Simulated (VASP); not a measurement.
Energy against volume of HfN (rock salt). All values below come from r2SCAN meta-GGA, VASP's PBE PAW potentials (set 64) (plane waves; VASP).

```
V (Å³/atom)  E (eV/atom)
-----------  -----------
10.791         -29.07380
11.135         -29.10592
11.480         -29.11608
11.824         -29.10751
12.168         -29.08291
```

Task: Fit a third-order Birch-Murnaghan equation of state.

Result: 
```yaml
volume_per_atom: 11.49 Å³/atom
bulk_modulus: 2890 kbar
pressure_derivative_of_the_bulk_modulus: 4.26
lattice_constant_a: 4.512 Å
```

Measured: a 4.524 Å (computed value off by -0.3 %), as given by Seo, Lee, Wen, Petrov, Greene, Gall, J. Appl. Phys. 96, 878 (2004). The calculation is for a static lattice, while the measured a holds thermal and zero-point effects, which are part of the difference.

The compound is HfN in the rock salt structure. It was relaxed first.
